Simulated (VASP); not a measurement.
Output of a VASP run:

File OSZICAR:
```
       N       E                     dE             d eps       ncg     rms          rms(c)
DAV:   1     0.862562682484E+02    0.86256E+02   -0.98104E+03  1333   0.243E+03
DAV:   2    -0.692587440003E+01   -0.93182E+02   -0.87403E+02  1415   0.351E+02
DAV:   3    -0.139099956383E+02   -0.69841E+01   -0.69451E+01  1357   0.865E+01
DAV:   4    -0.140317234654E+02   -0.12173E+00   -0.12165E+00  1495   0.124E+01
DAV:   5    -0.140334630607E+02   -0.17396E-02   -0.17396E-02  1342   0.135E+00    0.749E+00
DAV:   6    -0.121402976987E+02    0.18932E+01   -0.61025E+00  1863   0.464E+01    0.270E+00
DAV:   7    -0.121433452666E+02   -0.30476E-02   -0.32365E-01  1227   0.834E+00    0.176E+00
DAV:   8    -0.121406352455E+02    0.27100E-02   -0.87330E-02  1378   0.429E+00    0.914E-01
DAV:   9    -0.121342986158E+02    0.63366E-02   -0.21494E-02  1853   0.339E+00    0.244E-01
DAV:  10    -0.121347528345E+02   -0.45422E-03   -0.15458E-03  1258   0.547E-01    0.110E-01
DAV:  11    -0.121346703781E+02    0.82456E-04   -0.28583E-04  1795   0.346E-01    0.712E-03
DAV:  12    -0.121346755591E+02   -0.51809E-05   -0.27641E-05  1332   0.684E-02    0.477E-03
DAV:  13    -0.121346755104E+02    0.48657E-07   -0.11088E-06   998   0.114E-02
   1 F= -.12134676E+02 E0= -.12134676E+02  d E =-.627987E-11
```

**OUTCAR**
```
------------------------ aborting loop because EDIFF is reached ----------------------------------------
  FORCE on cell =-STRESS in cart. coord.  units (eV):
  Direction    XX          YY          ZZ          XY          YZ          ZX
  --------------------------------------------------------------------------------------
  Total       -0.9513731     -0.9513731     -0.9513731     -0.0000000      0.0000000      0.0000000
  in kB      -62.2165068    -62.2165068    -62.2165068     -0.0000000      0.0000000      0.0000000
  external PRESSURE =     -62.2165068 kB  Pullay stress =       0.0000000 kB
  volume of cell :       24.50
      direct lattice vectors                 reciprocal lattice vectors
     0.000000000  2.305200000  2.305200000    -0.216900920  0.216900920  0.216900920
     2.305200000  0.000000000  2.305200000     0.216900920 -0.216900920  0.216900920
     2.305200000  2.305200000  0.000000000     0.216900920  0.216900920 -0.216900920
  FREE ENERGIE OF THE ION-ELECTRON SYSTEM (eV)
  ---------------------------------------------------
  free  energy   TOTEN  =       -12.1346755104 eV

  energy  without entropy=      -12.1346755104  energy(sigma->0) =      -12.13467551
```
(Selected blocks of OUTCAR.)

POSCAR:
```
GaN
1
    0.0000000000     2.3052000000     2.3052000000
    2.3052000000     0.0000000000     2.3052000000
    2.3052000000     2.3052000000     0.0000000000
Ga N
1 1
Direct
  0.0000000000   0.0000000000   0.0000000000
  0.2500000000   0.2500000000   0.2500000000
```

Question: Reconstruct the remaining input files.

Answer: Several could match; the one computed here: the input of the run itself, PBE GGA, plane waves, VASP's PBE PAW potentials (set 64).

INCAR:
```
ALGO=Normal
EDIFF=1E-6
ENCUT=520
GGA=PE
ISIF=2
ISMEAR=0
LASPH=.TRUE.
LCHARG=.FALSE.
LMAXMIX=4
LREAL=.FALSE.
LWAVE=.FALSE.
NELM=100
PREC=Accurate
SIGMA=0.05
SYSTEM=GaN
```

File KPOINTS:
```
Automatic mesh
0
Gamma
10 10 10
0 0 0
```

POTCAR, in this order: Ga_d N (PBE.64 set). Program: vasp_std.

The compound is GaN in the zinc blende structure, a metastable form; wurtzite is the usual one. The cell was not relaxed at this level. The run is one of a series of settings (KPOINTS 10×10×10 Γ-centred mesh against the base run), some of them coarse on purpose.
